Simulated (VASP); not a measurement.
# Ca3Lu (Pm-3m) in VASP: reference runs, part 2 of 2

VASP 6.6.1. Earlier steps stand in the parts before.

## (3) Single point, PBE (atoms moved at random, drawn with an rms of 0.05 Å)

Contents of INCAR:

```
ALGO = Normal
EDIFF = 1E-7
ENCUT = 520
GGA = PE
ISIF = 2
ISMEAR = -1
LASPH = T
LCHARG = T
LELF = T
LREAL = F
LVHAR = T
LWAVE = F
NBANDS = 36
NELM = 80
PREC = Accurate
SIGMA = 0.05
```

Contents of KPOINTS:

```
k-points
0
Gamma
  5 5 5
```

Contents of POSCAR:

```
Ca3Lu
1.0
    5.3617750000      0.0000000000      0.0000000000
    0.0000000000      5.3617750000      0.0000000000
    0.0000000000      0.0000000000      5.3617750000
Lu Ca
1 3
Direct
    0.4868490000      0.5014140000      0.4996060000
    0.0077790000      0.0016020000      0.4906390000
   -0.0016350000      0.5011130000     -0.0040840000
    0.5079650000      0.0103640000      0.0017640000
```

Potentials or basis: VASP PAW PBE potentials, release 64 (Lu, Ca_sv).

The run is started by

```sh
cat potpaw_PBE.64/Lu/POTCAR potpaw_PBE.64/Ca_sv/POTCAR > POTCAR
mpirun -np 1 vasp_std > vasp.out
```

OUTCAR:

```text
EDIFF = 1E-7
   ENCUT = 520
   GGA = PE
   ISIF = 2
   ISMEAR = -1
   LASPH = T
   LREAL = F
   NELM = 80
   PREC = Accurate

 ion  position               nearest neighbor table
   1  0.487  0.501  0.500-
   2  0.008  0.002  0.491-
   3  0.998  0.501  0.996-
   4  0.508  0.010  0.002-

  LATTYP: Found a simple cubic cell.
 ALAT       =     5.3617750000

  Lattice vectors:

 A1 = (   5.3617750000,   0.0000000000,   0.0000000000)
 A2 = (   0.0000000000,   5.3617750000,   0.0000000000)
 A3 = (   0.0000000000,   0.0000000000,   5.3617750000)

Analysis of symmetry for initial positions (statically):
=====================================================================
 Subroutine PRICEL returns:
 Original cell was already a primitive cell.

 Routine SETGRP: Setting up the symmetry group for a
 simple cubic supercell.

 Subroutine GETGRP returns: Found  1 space group operations
[... 164 lines left out ...]
  ---------------------------------------------------
  free energy    TOTEN  =        -9.70035309 eV

  energy without entropy =       -9.64956700  energy(sigma->0) =       -9.67496004

 E-fermi :   2.0716     XC(G=0):  -8.3766

 val. band max:        2.0714487519   @ k =   0.4000  -0.4000   0.4000
 cond. band min:       2.0764381616   @ k =   0.0000   0.4000   0.0000
 fundamental gap:      0.0049894096
 Fermi energy:         2.0715770396

 k-point     1 :       0.0000    0.0000    0.0000
  band No.  band energies     occupation
      1     -55.3743      2.00000
      2     -39.6042      2.00000
      3     -39.5839      2.00000
      4     -39.5824      2.00000
      5     -25.9768      2.00000
      6     -25.9766      2.00000
[... 925 lines left out ...]
     35       4.3471      0.00000
     36       4.8184      0.00000

 [... further k-points ...]

------------------------ aborting loop because EDIFF is reached ----------------------------------------

  FORCE on cell =-STRESS in cart. coord.  units (eV):
  Direction    XX          YY          ZZ          XY          YZ          ZX
  --------------------------------------------------------------------------------------
  -------------------------------------------------------------------------------------
  Total        0.0418799      0.0563975      0.0062841      0.0050862     -0.0052434     -0.0012041
  in kB        0.4353018      0.5861988      0.0653174      0.0528663     -0.0545002     -0.0125159
  external PRESSURE =       0.3622727 kB  Pullay stress =       0.0000000 kB

 VOLUME and BASIS-vectors are now :
 -----------------------------------------------------------------------------
  energy-cutoff  :      520.00
  volume of cell :      154.14
      direct lattice vectors                 reciprocal lattice vectors
     5.361775000  0.000000000  0.000000000     0.186505402  0.000000000  0.000000000
     0.000000000  5.361775000  0.000000000     0.000000000  0.186505402  0.000000000
     0.000000000  0.000000000  5.361775000     0.000000000  0.000000000  0.186505402

 POSITION                                       TOTAL-FORCE (eV/Angst)
 -----------------------------------------------------------------------------------
      2.61037      2.68847      2.67877         0.237213      0.057074     -0.022471
      0.04171      0.00859      2.63070        -0.139798      0.002800      0.126294
      5.35301      2.68686      5.33988         0.001278      0.068454     -0.008194
      2.72359      0.05557      0.00946        -0.098692     -0.128327     -0.095629
 -----------------------------------------------------------------------------------
    total drift:                               -0.000113     -0.000297      0.000118

  FREE ENERGIE OF THE ION-ELECTRON SYSTEM (eV)
  ---------------------------------------------------
  free  energy   TOTEN  =        -9.7003530879 eV

  energy  without entropy=       -9.6495669959  energy(sigma->0) =       -9.67496004
```

OSZICAR:

```text
N       E                     dE             d eps       ncg     rms          rms(c)
DAV:   1     0.498918457973E+03    0.49892E+03   -0.24611E+04  6356   0.334E+03
DAV:   2     0.388723170037E+02   -0.46005E+03   -0.44898E+03  5432   0.653E+02
DAV:   3    -0.386077451786E+01   -0.42733E+02   -0.41704E+02  6616   0.127E+02
DAV:   4    -0.969825769269E+01   -0.58375E+01   -0.57791E+01  7672   0.303E+01
DAV:   5    -0.100616580971E+02   -0.36340E+00   -0.36295E+00  7360   0.729E+00    0.556E+00
DAV:   6    -0.973623540222E+01    0.32542E+00   -0.14216E+00  7136   0.583E+00    0.278E+00
DAV:   7    -0.970637453761E+01    0.29861E-01   -0.25532E-01  7080   0.206E+00    0.114E+00
DAV:   8    -0.970054702107E+01    0.58275E-02   -0.29573E-02  6344   0.112E+00    0.314E-01
DAV:   9    -0.970036406981E+01    0.18295E-03   -0.45892E-03  7400   0.363E-01    0.118E-01
DAV:  10    -0.970034318629E+01    0.20884E-04   -0.79844E-04  6224   0.127E-01    0.382E-02
DAV:  11    -0.970035303879E+01   -0.98525E-05   -0.12818E-04  6164   0.575E-02    0.133E-02
DAV:  12    -0.970035407069E+01   -0.10319E-05   -0.14993E-05  7568   0.206E-02    0.971E-03
DAV:  13    -0.970035363778E+01    0.43291E-06   -0.57861E-06  5576   0.147E-02    0.210E-03
DAV:  14    -0.970035320054E+01    0.43724E-06   -0.60349E-07  5000   0.458E-03    0.138E-03
DAV:  15    -0.970035306785E+01    0.13268E-06   -0.67049E-08  3208   0.162E-03    0.446E-04
DAV:  16    -0.970035308786E+01   -0.20002E-07   -0.33654E-08  3092   0.102E-03
   1 F= -.97003531E+01 E0= -.96749600E+01  d E =-.507861E-01
```

It took 4.3 min on 1 thread of Intel Xeon Platinum 8488C (Sapphire Rapids), shared host; peak memory 0.47 GiB.

Results:

- Free energy: -9.7004 eV
- Pressure: 0.0 GPa
- Largest force: 0.245 eV/Å
- Band gap on the k mesh: none (metal or under the smearing width)

Forces in eV/Å, atoms in the order of the input:
```
Lu   0.237  0.057 -0.022
Ca  -0.140  0.003  0.126
Ca   0.001  0.068 -0.008
Ca  -0.099 -0.128 -0.096
```

Levels at points of the mesh, in eV from the Fermi level:
| k point | band 24 | band 25 | band 26 | band 27 | band 28 | band 29 | band 30 | band 31 |
| --- | --- | --- | --- | --- | --- | --- | --- | --- |
| (0.00, 0.00, 0.00) | -4.57 | -0.86 | -0.86 | -0.77 | 0.20 | 0.20 | 0.20 | 1.09 |

Spin-orbit coupling is left out, which matters for the levels of Lu.
